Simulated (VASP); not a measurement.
Here is the system:

```
CELL_PARAMETERS angstrom
      7.14656     0.00000     0.00000
      0.00000     7.14656     0.00000
      0.00000     0.00000     7.14656
ATOMIC_POSITIONS crystal
  C  0.50000 0.00000 0.00000
  C  0.61957 0.12655 0.12215
  C  0.75000 0.25000 0.00000
  C  0.87500 0.37500 0.12500
  C  0.75000 0.00000 0.25000
  C  0.87500 0.12500 0.37500
  C  0.00000 0.00000 0.00000
  C  0.12121 0.12542 0.12769
  C  0.24706 0.24425 0.00681
  C  0.37883 0.37568 0.12021
  C  0.50351 0.50035 0.00429
  C  0.62804 0.61821 0.12518
  C  0.75000 0.75000 0.00000
  C  0.87500 0.87500 0.12500
  C  0.24490 0.99762 0.24538
  C  0.37977 0.12648 0.37437
  C  0.50284 0.25689 0.25192
  C  0.61825 0.36995 0.37704
  C  0.74306 0.49400 0.25096
  C  0.87500 0.62500 0.37500
  C  0.50331 0.00697 0.49333
  C  0.63193 0.11939 0.62916
  C  0.74404 0.24695 0.49419
  C  0.87500 0.37500 0.62500
  C  0.75000 0.00000 0.75000
  C  0.87500 0.12500 0.87500
  C  0.00000 0.50000 0.00000
  C  0.12385 0.61821 0.12324
  C  0.25000 0.75000 0.00000
  C  0.37500 0.87500 0.12500
  C  0.00105 0.24619 0.25017
  C  0.12594 0.37515 0.37509
  C  0.24943 0.50061 0.25107
  C  0.36849 0.62077 0.37168
  C  0.50209 0.75670 0.25303
  C  0.62500 0.87500 0.37500
  C  0.00000 0.00000 0.50000
  C  0.11979 0.13041 0.61950
  C  0.24331 0.24455 0.49643
  C  0.37997 0.36814 0.61974
  C  0.49707 0.50056 0.49459
  C  0.62900 0.62082 0.62419
  C  0.75000 0.75000 0.50000
  C  0.87500 0.87500 0.62500
  C  0.25000 0.00000 0.75000
  C  0.37500 0.12500 0.87500
  C  0.50564 0.25027 0.75613
  C  0.62500 0.37500 0.87500
  C  0.75000 0.50000 0.75000
  C  0.87500 0.62500 0.87500
  C  0.00000 0.75000 0.25000
  C  0.12500 0.87500 0.37500
  C  0.99934 0.49491 0.49368
  C  0.11823 0.63087 0.62143
  C  0.24605 0.74825 0.49908
  C  0.37500 0.87500 0.62500
  C  0.00000 0.25000 0.75000
  C  0.12500 0.37500 0.87500
  C  0.24367 0.49710 0.74365
  C  0.37500 0.62500 0.87500
  C  0.50000 0.75000 0.75000
  C  0.62500 0.87500 0.87500
  C  0.00000 0.75000 0.75000
  C  0.12500 0.87500 0.87500
  N  0.37195 0.37247 0.37873
```
Cell charge +1.

Method: PBE GGA, VASP's PBE PAW potentials (set 64) (plane waves; VASP). Numerical set-up: PREC = Normal, LREAL = Auto, ISYM = 0, NELECT = 260.0, EDIFF = 1E-5, 400 eV cut-off, 1×1×1 Γ-centred mesh, Gaussian smearing of 0.050 eV, potentials C N.

The cell is charged, with a uniform compensating background. The supercell is sampled at Γ alone, which is coarse: total energies, pressure and levels can be off, energies of defects by several tenths of an eV.

Problem. The ions are relaxed. Which structure does the run end with?

Solution. 
```
CELL_PARAMETERS angstrom
      7.14656     0.00000     0.00000
      0.00000     7.14656     0.00000
      0.00000     0.00000     7.14656
ATOMIC_POSITIONS crystal
  C  0.49993 0.99605 0.99814
  C  0.62655 0.12231 0.12087
  C  0.75281 0.24897 0.99815
  C  0.87448 0.37437 0.12032
  C  0.74999 0.99889 0.24695
  C  0.87316 0.12453 0.37212
  C  0.99907 0.99899 0.99489
  C  0.12199 0.12188 0.12254
  C  0.24663 0.24650 0.00142
  C  0.37450 0.37437 0.12043
  C  0.50236 0.50224 0.00142
  C  0.62700 0.62689 0.12254
  C  0.74991 0.74977 0.99489
  C  0.87449 0.87438 0.12134
  C  0.24913 0.99413 0.24216
  C  0.37350 0.11649 0.35964
  C  0.50154 0.24734 0.23999
  C  0.63227 0.37539 0.35966
  C  0.75470 0.49972 0.24216
  C  0.87579 0.62420 0.37213
  C  0.49708 0.00101 0.49584
  C  0.62060 0.12821 0.62371
  C  0.74778 0.25179 0.49586
  C  0.87448 0.37437 0.62086
  C  0.74890 0.99995 0.74537
  C  0.87525 0.12436 0.87051
  C  0.99616 0.49977 0.99814
  C  0.12242 0.62644 0.12085
  C  0.24904 0.75275 0.99817
  C  0.37450 0.87443 0.12031
  C  0.99423 0.24902 0.24214
  C  0.11663 0.37335 0.35962
  C  0.24744 0.50145 0.23996
  C  0.37549 0.63232 0.35959
  C  0.49986 0.75468 0.24211
  C  0.62435 0.87571 0.37210
  C  0.00061 0.00050 0.49560
  C  0.12894 0.12883 0.62069
  C  0.24506 0.24489 0.46521
  C  0.37450 0.37440 0.70563
  C  0.50384 0.50387 0.46521
  C  0.61999 0.61991 0.62070
  C  0.74835 0.74823 0.49559
  C  0.87448 0.87436 0.62141
  C  0.25188 0.00039 0.74580
  C  0.37329 0.11751 0.88279
  C  0.50523 0.24355 0.77160
  C  0.63133 0.37556 0.88277
  C  0.74847 0.49696 0.74579
  C  0.87370 0.62439 0.87053
  C  0.99898 0.74983 0.24696
  C  0.12462 0.87302 0.37211
  C  0.00116 0.49693 0.49586
  C  0.12836 0.62051 0.62377
  C  0.25187 0.74771 0.49587
  C  0.37449 0.87437 0.62085
  C  0.00051 0.25179 0.74579
  C  0.11767 0.37317 0.88281
  C  0.24377 0.50522 0.77174
  C  0.37572 0.63128 0.88285
  C  0.49709 0.74838 0.74581
  C  0.62453 0.87360 0.87053
  C  0.00004 0.74877 0.74540
  C  0.12444 0.87516 0.87053
  N  0.37424 0.37462 0.52701
```
Cell charge +1.

Problem. How much energy does the relaxation gain?

Solution. The energy (σ→0) changes by -238.3 meV/atom, in 45 ionic steps.

The cell is a supercell with a defect, built from C (diamond): N_i, charge +1. The run is not spin-polarised, so no state with unpaired spins was tried.
